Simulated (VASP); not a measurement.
A run of VASP 6.6.1 is set up as follows.

Contents of INCAR:

```
SYSTEM = In
  PREC = Accurate
  ENCUT = 520
  EDIFF = 1E-6
  ISMEAR = 1
  SIGMA = 0.1
  LREAL = .FALSE.
  LASPH = .TRUE.
  NELM = 80
  ALGO = Fast
  ISIF = 2
  LWAVE = .FALSE.
  LCHARG = .FALSE.
  LNONCOLLINEAR = .TRUE.
  MAGMOM = 0 0 0
  LORBIT = 11
  LSORBIT = .TRUE.
  GGA_COMPAT = .FALSE.
  GGA = PE
  NBANDS = 24
  KPAR = 4
```

File KPOINTS:

```
regular mesh
0
G
  16 16 16
  0 0 0
```

Contents of POSCAR:

```
In                                      
1.0
   -1.5943647362      1.5943647362      2.5113719372
    1.5943647362     -1.5943647362      2.5113719372
    1.5943647362      1.5943647362     -2.5113719372
  In            
     1
Direct
     0.0000000000000000    0.0000000000000000    0.0000000000000000
```

KPOINTS_OPT

```
explicit points
298
Reciprocal
 0.0000000000  0.0000000000  0.0000000000 1
 0.0000000000  0.0000000000  0.0263157895 1
 0.0000000000  0.0000000000  0.0526315789 1
 0.0000000000  0.0000000000  0.0789473684 1
 0.0000000000  0.0000000000  0.1052631579 1
 0.0000000000  0.0000000000  0.1315789474 1
[... 290 lines left out ...]
 0.0137795600  0.0137795600  0.4862204400 1
-0.0137795600 -0.0137795600  0.5137795600 1
```

Potentials or basis: VASP PAW PBE potentials, release 64 (In_d).

Run with:

```sh
$ cat potpaw_PBE.64/In_d/POTCAR > POTCAR
$ mpirun -np 4 vasp_ncl > vasp.out
```

Estimate the pressure.

3.0 GPa.

Stress tensor (GPa, compression positive):
```
3.09 0.00 0.00
0.00 3.09 0.00
0.00 0.00 2.91
```
